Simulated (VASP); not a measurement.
# A slab model of Cr2C(OH)2 MXene monolayer

Aim: model Cr2C(OH)2 MXene monolayer by a slab and find how far its highest filled level lies below the vacuum.

Method: PBEsol with D3(BJ), spin-polarised from a ferromagnetic start; plane waves and PAW (H, O, Cr, C), in VASP 6.6.1.

### 1. Starting point

The cell holds 7 atoms: 2 H, 2 O, 2 Cr and 1 C. Its edges and angles: a = 2.836 Å, b = 2.836 Å, c = 24.169 Å, α = 90.0°, β = 90.0°, γ = 120.0°. Vacuum lies along c.

Coordinates:

```
H O Cr C
1.0
     2.83598    0.00000    0.00000
    -1.41799    2.45603    0.00000
     0.00000    0.00000   24.16879
H O Cr C
2 2 2 1
Direct
  0.33333 0.66667 0.37238
  0.66667 0.33333 0.62762
  0.33333 0.66667 0.41293
  0.66667 0.33333 0.58707
  0.66667 0.33333 0.45370
  0.33333 0.66667 0.54630
  0.00000 0.00000 0.50000
```

### 2. Surface relaxation

The sheet's cell relaxes in its plane with the atoms, while the vacuum is kept.

Input file INCAR:

```
SYSTEM = Cr2H2CO2
PREC = Normal
ENCUT = 520
EDIFF = 1E-05
NELM = 120
ISMEAR = -1
SIGMA = 0.05
LREAL = .FALSE.
ALGO = Fast
GGA = PS
IVDW = 12
NBANDS = 25
ISPIN = 2
MAGMOM = 0 0 0 0 3 3 0
LMAXMIX = 4
LORBIT = 11
LWAVE = .FALSE.
LCHARG = .FALSE.
KPAR = 2
IBRION = 2
NSW = 40
ISIF = 3
EDIFFG = -0.02
POTIM = 0.4
IDIPOL = 3
LDIPOL = .TRUE.
DIPOL = 0.5 0.5 0.5
LATTICE_CONSTRAINTS = .TRUE. .TRUE. .FALSE.
```

Input file POSCAR:

```
Cr2H2CO2
1.0
    2.8359760000      0.0000000000      0.0000000000
   -1.4179880000      2.4560272605      0.0000000000
    0.0000000000      0.0000000000     24.1687888490
H O Cr C
2 2 2 1
Direct
    0.3333333333      0.6666666667      0.3723810927
    0.6666666667      0.3333333333      0.6276189073
    0.3333333333      0.6666666667      0.4129292561
    0.6666666667      0.3333333333      0.5870707439
    0.6666666667      0.3333333333      0.4537005938
    0.3333333333      0.6666666667      0.5462994062
    0.0000000000      0.0000000000      0.5000000000
```

Input file KPOINTS:

```
Automatic mesh
0
Gamma
12 12 1
0 0 0
```

The projector-augmented-wave data sets are H, O, Cr and C (PBE family, release 64).

On the command line:

```
mpirun -np 2 vasp_std
```

What it wrote:

```text
[banner, memory and clock lines left out]
running    2 mpi-ranks, on    1 nodes
 distrk:  each k-point on    1 cores,    2 groups
 distr:  one band on    1 cores,    1 groups

 POSCAR found type information on POSCAR H O CrC
 POSCAR found :  4 types and       7 ions
|                                                                             |
|               ----> ADVICE to this user running VASP <----                  |
|                                                                             |
|     You enforced a specific xc type in the INCAR file but a different       |
|     [... a line on the potential file left out ...]
|     I HOPE YOU KNOW WHAT YOU ARE DOING!                                     |
|                                                                             |

 LDA part: xc-table for (Slater+PW92), standard interpolation
 POSCAR, INCAR and KPOINTS ok, starting setup
 FFT: planning ... GRIDC
 FFT: planning ... GRID_SOFT
 FFT: planning ... GRID
 WAVECAR not read
 entering main loop
       N       E                     dE             d eps       ncg     rms          rms(c)
DAV:   1     0.345690272193E+03    0.34569E+03   -0.11912E+04  1900   0.104E+03
DAV:   2     0.208511476476E+02   -0.32484E+03   -0.29784E+03  2014   0.276E+02
DAV:   3    -0.576344487885E+02   -0.78486E+02   -0.75458E+02  3037   0.156E+02
DAV:   4    -0.612541493839E+02   -0.36197E+01   -0.35909E+01  2340   0.396E+01
DAV:   5    -0.613605450273E+02   -0.10640E+00   -0.10608E+00  2700   0.682E+00    0.441E+01
RMM:   6    -0.515957859984E+02    0.97648E+01   -0.32998E+01  2145   0.459E+01    0.184E+01
RMM:   7    -0.504832105638E+02    0.11126E+01   -0.89004E+00  2079   0.253E+01    0.212E+01
RMM:   8    -0.493837541906E+02    0.10995E+01   -0.22255E+00  2161   0.727E+00    0.806E+00
RMM:   9    -0.485683844048E+02    0.81537E+00   -0.90738E-01  2051   0.720E+00    0.194E+00
RMM:  10    -0.489596552118E+02   -0.39127E+00   -0.23456E-01  2157   0.254E+00    0.136E+00
RMM:  11    -0.490521367348E+02   -0.92482E-01   -0.59669E-02  2153   0.151E+00    0.112E+00
RMM:  12    -0.493108618726E+02   -0.25873E+00   -0.56729E-02  2137   0.129E+00    0.934E-01
RMM:  13    -0.497788151522E+02   -0.46795E+00   -0.20158E-01  2235   0.214E+00    0.609E-01
RMM:  14    -0.502009465686E+02   -0.42213E+00   -0.11409E-01  2247   0.151E+00    0.410E-01
RMM:  15    -0.504558819155E+02   -0.25494E+00   -0.68048E-02  2258   0.103E+00    0.342E-01
RMM:  16    -0.506050104166E+02   -0.14913E+00   -0.16342E-01  2345   0.891E-01    0.229E-01
RMM:  17    -0.506197784104E+02   -0.14768E-01   -0.40527E-02  2224   0.468E-01    0.105E-01
RMM:  18    -0.506022779985E+02    0.17500E-01   -0.67369E-03  2055   0.210E-01    0.909E-02
RMM:  19    -0.505872811723E+02    0.14997E-01   -0.63289E-03  1914   0.186E-01    0.543E-02
RMM:  20    -0.505885605350E+02   -0.12794E-02   -0.16794E-03  1889   0.127E-01    0.489E-02
RMM:  21    -0.505995097221E+02   -0.10949E-01   -0.22309E-03  1788   0.104E-01    0.378E-02
RMM:  22    -0.506149857469E+02   -0.15476E-01   -0.41737E-03  2000   0.121E-01    0.301E-02
RMM:  23    -0.506422315630E+02   -0.27246E-01   -0.13359E-02  2209   0.152E-01    0.365E-02
RMM:  24    -0.506510326665E+02   -0.88011E-02   -0.71451E-03  1927   0.912E-02    0.467E-02
RMM:  25    -0.506515574082E+02   -0.52474E-03   -0.13252E-03  1475   0.413E-02    0.470E-02
RMM:  26    -0.506526796630E+02   -0.11223E-02   -0.89041E-04  1415   0.335E-02    0.487E-02
RMM:  27    -0.506528160557E+02   -0.13639E-03   -0.39375E-04  1320   0.198E-02    0.502E-02
RMM:  28    -0.506532365223E+02   -0.42047E-03   -0.14455E-04  1327   0.163E-02    0.537E-02
RMM:  29    -0.506525459614E+02    0.69056E-03   -0.18044E-03  1852   0.734E-02    0.483E-02
RMM:  30    -0.506530351611E+02   -0.48920E-03   -0.46542E-05  1393   0.343E-02    0.538E-02
[...]
RMM:  35    -0.506609397083E+02   -0.55187E-02   -0.92140E-03  2529   0.139E-01    0.549E-02
RMM:  36    -0.506612577193E+02   -0.31801E-03   -0.11491E-03  1587   0.486E-02    0.256E-02
RMM:  37    -0.506616734293E+02   -0.41571E-03   -0.38177E-04  1429   0.291E-02    0.296E-02
RMM:  38    -0.506620867930E+02   -0.41336E-03   -0.24476E-04  1367   0.199E-02    0.287E-02
RMM:  39    -0.506622707895E+02   -0.18400E-03   -0.11230E-04  1356   0.143E-02    0.240E-02
RMM:  40    -0.506624102542E+02   -0.13946E-03   -0.64869E-05  1416   0.265E-02    0.168E-02
RMM:  41    -0.506624526105E+02   -0.42356E-04   -0.30590E-05  1336   0.197E-02    0.322E-02
RMM:  42    -0.506624889621E+02   -0.36352E-04   -0.28764E-05  1338   0.212E-02    0.574E-03
RMM:  43    -0.506625111027E+02   -0.22141E-04   -0.10326E-05  1275   0.132E-02    0.737E-03
RMM:  44    -0.506625255877E+02   -0.14485E-04   -0.38715E-06  1170   0.832E-03    0.592E-03
RMM:  45    -0.506625441873E+02   -0.18600E-04   -0.64784E-06  1207   0.772E-03    0.738E-03
RMM:  46    -0.506625527864E+02   -0.85991E-05   -0.49135E-06  1242   0.116E-02
   1 F= -.51474522E+02 E0= -.51450679E+02  d E =-.514745E+02  mag=     3.3978
 curvature:   0.00 expect dE= 0.000E+00 dE for cont linesearch  0.000E+00
 trial: gam= 0.00000 g(F)=  0.194E+01 g(S)=  0.100E+01 ort = 0.000E+00 (trialstep = 0.100E+01)
 search vector abs. value=  0.295E+01
 bond charge predicted
       N       E                     dE             d eps       ncg     rms          rms(c)
DAV:   1    -0.523589065513E+02   -0.16964E+01   -0.32841E+02  2416   0.133E+02    0.134E+01
RMM:   2    -0.514828623857E+02    0.87604E+00   -0.89346E+00  2047   0.228E+01    0.766E+00
RMM:   3    -0.513851503943E+02    0.97712E-01   -0.21298E+00  2257   0.117E+01    0.362E+00
RMM:   4    -0.513849126504E+02    0.23774E-03   -0.35394E-01  2126   0.351E+00    0.182E+00
RMM:   5    -0.513915556743E+02   -0.66430E-02   -0.72449E-02  2388   0.173E+00    0.849E-01
RMM:   6    -0.513980881362E+02   -0.65325E-02   -0.10256E-02  2139   0.635E-01    0.377E-01
RMM:   7    -0.514009923859E+02   -0.29042E-02   -0.66265E-03  2303   0.437E-01    0.201E-01
RMM:   8    -0.513927686227E+02    0.82238E-02   -0.11179E-02  2096   0.439E-01    0.141E-01
RMM:   9    -0.513802612468E+02    0.12507E-01   -0.60822E-03  2052   0.305E-01    0.129E-01
RMM:  10    -0.513663283616E+02    0.13933E-01   -0.22095E-03  2067   0.224E-01    0.986E-02
RMM:  11    -0.513623505062E+02    0.39779E-02   -0.64561E-04  2107   0.132E-01    0.771E-02
RMM:  12    -0.513676829210E+02   -0.53324E-02   -0.17334E-03  2121   0.169E-01    0.562E-02
RMM:  13    -0.513814189523E+02   -0.13736E-01   -0.28780E-03  2211   0.165E-01    0.431E-02
RMM:  14    -0.513915744721E+02   -0.10156E-01   -0.89694E-04  2094   0.111E-01    0.432E-02
RMM:  15    -0.513998020590E+02   -0.82276E-02   -0.14797E-03  1972   0.102E-01    0.385E-02
RMM:  16    -0.514017525573E+02   -0.19505E-02   -0.50439E-04  1954   0.654E-02    0.222E-02
RMM:  17    -0.514029794017E+02   -0.12268E-02   -0.36252E-04  1972   0.681E-02    0.130E-02
RMM:  18    -0.514035251270E+02   -0.54573E-03   -0.15451E-04  1668   0.475E-02    0.765E-03
RMM:  19    -0.514037210994E+02   -0.19597E-03   -0.54061E-05  1442   0.281E-02    0.731E-03
RMM:  20    -0.514038923588E+02   -0.17126E-03   -0.49672E-05  1416   0.191E-02    0.525E-03
RMM:  21    -0.514039807954E+02   -0.88437E-04   -0.35459E-05  1324   0.146E-02    0.472E-03
RMM:  22    -0.514040289968E+02   -0.48201E-04   -0.21986E-05  1317   0.119E-02    0.190E-03
RMM:  23    -0.514040623251E+02   -0.33328E-04   -0.14485E-05  1271   0.106E-02    0.275E-03
RMM:  24    -0.514040874647E+02   -0.25140E-04   -0.10588E-05  1202   0.881E-03    0.108E-03
RMM:  25    -0.514041058920E+02   -0.18427E-04   -0.59852E-06  1002   0.665E-03    0.107E-03
RMM:  26    -0.514041093897E+02   -0.34977E-05   -0.18638E-06   788   0.468E-03
   2 F= -.52138560E+02 E0= -.52109573E+02  d E =-.664038E+00  mag=     3.1197
[... from here on, the cycles between the ionic steps are left out ...]
   3 F= -.52367845E+02 E0= -.52338598E+02  d E =-.893323E+00  mag=     3.1899
   4 F= -.52113215E+02 E0= -.52089270E+02  d E =0.254630E+00  mag=     2.4429
   5 F= -.52616991E+02 E0= -.52589849E+02  d E =-.249146E+00  mag=     3.2224
   6 F= -.52618452E+02 E0= -.52591442E+02  d E =-.250607E+00  mag=     3.1943
   7 F= -.52618608E+02 E0= -.52591655E+02  d E =-.250763E+00  mag=     3.1940
   8 F= -.52628918E+02 E0= -.52601788E+02  d E =-.103100E-01  mag=     3.1097
   9 F= -.52628906E+02 E0= -.52601784E+02  d E =-.102972E-01  mag=     3.1178
  10 F= -.52629031E+02 E0= -.52601930E+02  d E =-.104227E-01  mag=     3.1192
  11 F= -.52629500E+02 E0= -.52602247E+02  d E =-.468936E-03  mag=     3.1132
  12 F= -.52630372E+02 E0= -.52602437E+02  d E =-.134103E-02  mag=     3.0643
  13 F= -.52630542E+02 E0= -.52602596E+02  d E =-.169522E-03  mag=     3.0731
  14 F= -.52631138E+02 E0= -.52603341E+02  d E =-.765405E-03  mag=     3.1034
  15 F= -.52631345E+02 E0= -.52603560E+02  d E =-.207277E-03  mag=     3.1046
  16 F= -.52631934E+02 E0= -.52604359E+02  d E =-.796035E-03  mag=     3.1348
  17 F= -.52632775E+02 E0= -.52605428E+02  d E =-.163756E-02  mag=     3.1709
  18 F= -.52632852E+02 E0= -.52605615E+02  d E =-.171423E-02  mag=     3.2150
  19 F= -.52632772E+02 E0= -.52605665E+02  d E =-.163399E-02  mag=     3.2065
 curvature:  -3.48 expect dE=-0.119E-02 dE for cont linesearch -0.155E-08
 trial: gam=-0.11701 g(F)=  0.295E-03 g(S)=  0.461E-04 ort =-0.330E-05 (trialstep = 0.274E+00)
 search vector abs. value=  0.678E-03
 bond charge predicted
       N       E                     dE             d eps       ncg     rms          rms(c)
DAV:   1    -0.518932559937E+02    0.99515E-04   -0.89899E-03  2187   0.585E-01    0.350E-02
RMM:   2    -0.518933068645E+02   -0.50871E-04   -0.28054E-04  1986   0.137E-01    0.295E-02
RMM:   3    -0.518933146507E+02   -0.77862E-05   -0.41881E-05  1603   0.626E-02
  20 F= -.52632900E+02 E0= -.52605774E+02  d E =-.128537E-03  mag=     3.2049
 trial-energy change:   -0.000129  1 .order   -0.000050   -0.000094   -0.000006
 step:   0.2766(harm=  0.2917)  dis= 0.00087  next Energy=   -52.632900 (dE=-0.129E-03)
 reached required accuracy - stopping structural energy minimisation
```

Run time: 32 min. Hardware: 2 MPI ranks of AMD EPYC 7R43, shared host; peak memory 0.6 GiB; 63 min of CPU time.

The logs omit lines about the potential files and the build; timing stands in the text.

From OUTCAR (step 2):

```text
ion  position               nearest neighbor table
   1  0.333  0.667  0.372-   3 0.98
   2  0.667  0.333  0.628-   4 0.98
   3  0.333  0.667  0.413-   1 0.98   5 1.91   5 1.91   5 1.91
   4  0.667  0.333  0.587-   2 0.98   6 1.91   6 1.91   6 1.91
   5  0.667  0.333  0.454-   3 1.91   3 1.91   3 1.91   7 1.98   7 1.98   7 1.98   6 2.77   6 2.77
                             6 2.77
   6  0.333  0.667  0.546-   4 1.91   4 1.91   4 1.91   7 1.98   7 1.98   7 1.98   5 2.77   5 2.77
                             5 2.77
   7  0.000  0.000  0.500-   5 1.98   6 1.98   6 1.98   5 1.98   5 1.98   6 1.98

  LATTYP: Found a hexagonal cell.
 ALAT       =     2.8359760000
 C/A-ratio  =     8.5222120529

 Subroutine GETGRP returns: Found 12 space group operations
 (whereof 12 operations were pure point group operations)

The static configuration has the point symmetry D_3d.

 Found     19 irreducible k-points:

   k-points           NKPTS =     19   k-points in BZ     NKDIM =     19   number of bands    NBANDS=     25

   dimension x,y,z NGX =    16 NGY =   16 NGZ =  140
   dimension x,y,z NGXF=    32 NGYF=   32 NGZF=  280

   ENCUT  =  520.0 eV  38.22 Ry    6.18 a.u.   5.27  5.27 44.94*2*pi/ulx,y,z

   NELECT =      30.0000    total number of electrons

 k-points in reciprocal lattice and weights: Automatic mesh
   0.00000000  0.00000000  0.00000000       0.007
   0.08333333  0.00000000  0.00000000       0.042
   0.16666667  0.00000000  0.00000000       0.042
   0.25000000  0.00000000  0.00000000       0.042
   0.33333333  0.00000000  0.00000000       0.042
   0.41666667  0.00000000  0.00000000       0.042
   0.50000000  0.00000000  0.00000000       0.021
   0.08333333  0.08333333  0.00000000       0.042
   0.16666667  0.08333333  0.00000000       0.083
[...]
0.33333333  0.25000000  0.00000000       0.083
   0.33333333  0.33333333  0.00000000       0.014

 Edisp (eV)   -0.73942

 dipolmoment           0.000000      0.000000      0.000000 electrons x Angstroem

 average (electrostatic) potential at core
       1 -40.5238       2 -40.5238       3 -76.7278       4 -76.7278       5 -48.5530
       6 -48.5530       7 -54.4474

 E-fermi :   0.5619

 spin component 1
 k-point     1 :       0.0000    0.0000    0.0000
  band No.  band energies     occupation
    ...
     13      -1.5363      1.00000
     14      -1.5363      1.00000
     15      -0.9343      1.00000
     16       0.4255      0.93868
     17       0.4255      0.93867
     18       0.5808      0.40673
     19       0.6163      0.25211
     20       0.6931      0.06756
     21       0.6932      0.06747
     22       1.7453      0.00000
    ...

 k-point     2 :       0.0833    0.0000    0.0000
  band No.  band energies     occupation
    ...
     14      -1.2908      1.00000
     15      -0.8384      1.00000
     16       0.3857      0.97138
     17       0.4285      0.93515
     18       0.4874      0.81602
     19       0.7062      0.05280
     20       0.8120      0.00668
     21       0.9284      0.00066
     22       1.9402      0.00000
     23       2.5611      0.00000
    ...

 k-point     3 :       0.1667    0.0000    0.0000
  band No.  band energies     occupation
    ...
     13      -1.6793      1.00000
     14      -0.9291      1.00000
     15      -0.6067      1.00000
     16       0.2464      0.99819
     17       0.4707      0.86097
     18       0.6626      0.11771
     19       0.7290      0.03417
     20       1.2736      0.00000
     21       1.3721      0.00000
     22       2.4117      0.00000
    ...

 k-point     4 :       0.2500    0.0000    0.0000
  band No.  band energies     occupation
    ...
     12      -3.2259      1.00000
     13      -2.0497      1.00000
     14      -0.6013      1.00000
     15      -0.3733      1.00000
     16       0.2884      0.99581
     17       0.6243      0.22302
     18       0.6919      0.06918
     19       0.9322      0.00061
     20       1.8523      0.00000
     21       2.0594      0.00000
    ...

 k-point     5 :       0.3333    0.0000    0.0000
  band No.  band energies     occupation
    ...
     12      -3.2955      1.00000
     13      -2.4231      1.00000
     14      -0.3061      1.00000
     15      -0.1587      1.00000
     16       0.4205      0.94420
     17       0.6300      0.20390
     18       0.9201      0.00077
     19       1.1674      0.00001
     20       2.4639      0.00000
     21       2.8641      0.00000
    ...

 k-point     6 :       0.4167    0.0000    0.0000
  band No.  band energies     occupation
    ...
     13      -2.7005      1.00000
     14      -0.0811      1.00000
     15       0.0061      0.99999
     16       0.5088      0.74305
     17       0.5570      0.52446
     18       1.3250      0.00000
     19       1.3454      0.00000
     20       2.6248      0.00000
     21       3.1205      0.00000
     22       4.3171      0.00000
    ...

 Edisp (eV)   -0.73959

  Total      -0.04460    -0.04460    -0.10874     0.00000     0.00000    -0.00000
  in kB      -0.38706    -0.38706    -0.94372     0.00000     0.00000    -0.00000
  external pressure =       -0.57 kB  Pullay stress =        0.00 kB

  energy-cutoff  :      520.00
  volume of cell :      184.62
      direct lattice vectors                 reciprocal lattice vectors
     2.969923631  0.000000000  0.000000000     0.336708995  0.194399029  0.000000000
    -1.484961816  2.572029312  0.000000000    -0.000000000  0.388798057  0.000000000
     0.000000000  0.000000000 24.168788849     0.000000000  0.000000000  0.041375677

 POSITION                                       TOTAL-FORCE (eV/Angst)
 -----------------------------------------------------------------------------------
     -0.00000      1.71469      8.89697         0.000000      0.000000     -0.003952
      1.48496      0.85734     15.27182        -0.000000      0.000000      0.003952
     -0.00000      1.71469      9.87471        -0.000000     -0.000000      0.000486
      1.48496      0.85734     14.29408         0.000000      0.000000     -0.000486
      1.48496      0.85734     11.09533        -0.000000      0.000000     -0.000518
     -0.00000      1.71469     13.07346        -0.000000     -0.000000      0.000518
      2.96992      0.00000     12.08439        -0.000000      0.000000      0.000000
 -----------------------------------------------------------------------------------
    total drift:                               -0.000000      0.000000      0.000000

  FREE ENERGIE OF THE ION-ELECTRON SYSTEM (eV)
  ---------------------------------------------------
  free  energy   TOTEN  =       -52.6329001280 eV

  energy  without entropy=      -52.5786473366  energy(sigma->0) =      -52.60577373

 reached required accuracy - stopping structural energy minimisation

 vacuum level on the upper side and lower side of the slab         2.671         2.671

 total charge
# of ion       s       p       d       tot
------------------------------------------
    1        0.612   0.116   0.000   0.728
    2        0.612   0.116   0.000   0.728
    3        1.554   3.543   0.000   5.097
    4        1.554   3.543   0.000   5.097
    5        0.446   0.752   4.571   5.769
    6        0.446   0.752   4.571   5.769
    7        0.890   1.591   0.000   2.481
--------------------------------------------------
tot          6.114  10.413   9.142  25.669

 magnetization (x)
# of ion       s       p       d       tot
------------------------------------------
    1        0.006   0.001   0.000   0.006
    2        0.006   0.001   0.000   0.006
    3        0.007  -0.003   0.000   0.005
    4        0.007  -0.003   0.000   0.005
    5        0.003  -0.003   1.577   1.577
    6        0.003  -0.003   1.577   1.577
    7       -0.017  -0.099   0.000  -0.116
--------------------------------------------------
tot          0.015  -0.108   3.154   3.060

[... 6 further parts left out ...]
```

CONTCAR:

```
Cr2H2CO2
   1.00000000000000
     2.9699236310852326    0.0000000000000000    0.0000000000000000
    -1.4849618155426163    2.5720293117932873    0.0000000000000000
     0.0000000000000000    0.0000000000000000   24.1687888489999985
  H               O               Cr              C
     2     2     2     1
Direct
     0.3333333332999970    0.6666666667000030    0.3681179547084381
     0.6666666667000030    0.3333333332999970    0.6318820452915616
     0.3333333332999970    0.6666666667000030    0.4085728884657741
     0.6666666667000030    0.3333333332999970    0.5914271115342258
     0.6666666667000030    0.3333333332999970    0.4590768371673801
     0.3333333332999970    0.6666666667000030    0.5409231628326197
     1.0000000000000000    0.0000000000000000    0.5000000000000000
```

The magnetic state follows from one typed start and may not be the lowest. LASPH is off, so gradient terms of the non-spherical density inside the spheres are left out; for open d or f shells this can shift gaps and moments. The PAW data sets were made with PBE, which is usual practice but a small mismatch for other functionals. After so large a change of volume the plane waves of the start cell no longer fit, so the final stress carries a basis-set error. The data set Cr keeps the semicore shell frozen, which is cheaper and a little less accurate. The run keeps the 12 symmetry operations of its start, so it cannot find a distortion of lower symmetry.

(Continued in part 2 of 4.)

[Lines on the potential files, build, host, timing and source positions are cut from VASP's logs without a mark.]

[Logs are printed without paths, hosts, clocks, repeated set-up lines and the standing remarks that a program may print on its own settings, such as how far it seeks lower states.]

[Hosts, paths, dates, database ids (printed as entryN), source tags and the programs' standing remarks are cut or masked in the printed files.]

[In band tables of VASP the shares of atoms and orbitals are scaled to a sum of 1 inside the atoms' spheres.]

[Runs that stopped without an error message from VASP are left out.]
